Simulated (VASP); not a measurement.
Computed with LDA (Ceperley-Alder, Perdew-Zunger), VASP's LDA PAW potentials (set 64) (plane waves; VASP).

Input for VASP

**INCAR**
```
! general
SYSTEM =KI
PREC   =Accurate
ENCUT  =520
LREAL  =.False.   ! projection in real space or not
LASPH  =.True.   ! aspherical one-centre terms

! electronic loop
EDIFF  =1E-6   ! SCF stop (eV)
NELM   =100
ALGO   =Normal
LMAXMIX=4

! smearing
ISMEAR =0   ! Gaussian
SIGMA  =0.05

! ions
IBRION =2   ! conjugate gradients
NSW    =60
ISIF   =3
EDIFFG =-0.01   ! ionic stop

! output
LWAVE  =.False.
LCHARG =.False.
```

### KPOINTS
```
Automatic mesh
0
Gamma
 6 6 6
0 0 0
```

POSCAR:
```
KI
1
    0.0000000000     3.4129370931     3.4129370931
    3.4129370931    -0.0000000000     3.4129370931
    3.4129370931     3.4129370931     0.0000000000
K I
1 1
Direct
  0.0000000000   1.0000000000   1.0000000000
  0.5000000000   0.5000000000   0.5000000000
```

POTCAR, in this order: K_sv I (LDA.64 set). Program: vasp_std.

The run wrote:

### OUTCAR
```
 ion  position               nearest neighbor table
   1  0.000  0.000  0.000-   2 3.41   2 3.41   2 3.41   2 3.41   2 3.41   2 3.41
   2  0.500  0.500  0.500-   1 3.41   1 3.41   1 3.41   1 3.41   1 3.41   1 3.41
  LATTYP: Found a face centered cubic cell.
 ALAT       =     6.8258741862
 Subroutine PRICEL returns:
 Original cell was already a primitive cell.
 Subroutine GETGRP returns: Found 48 space group operations
The static configuration has the point symmetry O_h .
The dynamic configuration has the point symmetry O_h .
 Subroutine INISYM returns: Found 48 space group operations
 Subroutine IBZKPT returns following result:
 Found     16 irreducible k-points:

 Following reciprocal coordinates:
            Coordinates               Weight
  0.000000  0.000000  0.000000      1.000000
  0.166667  0.000000  0.000000      8.000000
  0.333333  0.000000  0.000000      8.000000
  0.500000  0.000000  0.000000      4.000000
  0.166667  0.166667  0.000000      6.000000
  0.333333  0.166667  0.000000     24.000000
  0.500000  0.166667  0.000000     24.000000
 -0.333333  0.166667  0.000000     24.000000
 -0.166667  0.166667  0.000000     12.000000
...
```

File OSZICAR:
```
       N       E                     dE             d eps       ncg     rms          rms(c)
DAV:   1     0.999721411010E+02    0.99972E+02   -0.68688E+03   384   0.116E+03
DAV:   2     0.198545834716E+00   -0.99774E+02   -0.94167E+02   452   0.277E+02
DAV:   3    -0.593025058720E+01   -0.61288E+01   -0.61042E+01   500   0.598E+01
DAV:   4    -0.625212898385E+01   -0.32188E+00   -0.32145E+00   728   0.129E+01
DAV:   5    -0.625341806058E+01   -0.12891E-02   -0.12891E-02   496   0.805E-01    0.403E+00
DAV:   6    -0.617921671354E+01    0.74201E-01   -0.93863E-02   460   0.223E+00    0.277E+00
DAV:   7    -0.616617911467E+01    0.13038E-01   -0.99812E-02   472   0.205E+00    0.817E-01
DAV:   8    -0.616618864092E+01   -0.95263E-05   -0.15940E-02   480   0.107E+00    0.209E-01
DAV:   9    -0.616614850631E+01    0.40135E-04   -0.48073E-04   524   0.163E-01    0.819E-02
DAV:  10    -0.616618624947E+01   -0.37743E-04   -0.15333E-04   500   0.667E-02    0.664E-02
DAV:  11    -0.616618202992E+01    0.42195E-05   -0.47702E-05   472   0.451E-02    0.544E-03
DAV:  12    -0.616618192346E+01    0.10646E-06   -0.19649E-06   468   0.141E-02
   1 F= -.61661819E+01 E0= -.61661819E+01  d E =-.616618E+01
```

### OUTCAR
```
------------------------ aborting loop because EDIFF is reached ----------------------------------------
  FORCE on cell =-STRESS in cart. coord.  units (eV):
  Direction    XX          YY          ZZ          XY          YZ          ZX
  --------------------------------------------------------------------------------------
  Total        0.0003877      0.0003877      0.0003877     -0.0000000      0.0000000      0.0000000
  in kB        0.0078135      0.0078135      0.0078135     -0.0000000      0.0000000      0.0000000
  external PRESSURE =       0.0078135 kB  Pullay stress =       0.0000000 kB
  volume of cell :       79.51
      direct lattice vectors                 reciprocal lattice vectors
     0.000000000  3.412937093  3.412937093    -0.146501382  0.146501382  0.146501382
     3.412937093  0.000000000  3.412937093     0.146501382 -0.146501382  0.146501382
     3.412937093  3.412937093  0.000000000     0.146501382  0.146501382 -0.146501382
  FREE ENERGIE OF THE ION-ELECTRON SYSTEM (eV)
  ---------------------------------------------------
  free  energy   TOTEN  =        -6.1661819235 eV

  energy  without entropy=       -6.1661819235  energy(sigma->0) =       -6.16618192

 reached required accuracy - stopping structural energy minimisation
```
(Selected blocks of OUTCAR.)

The compound is KI in the rock salt structure. It was relaxed first, which changed the volume by -10 %. The start is the result of an earlier pass.
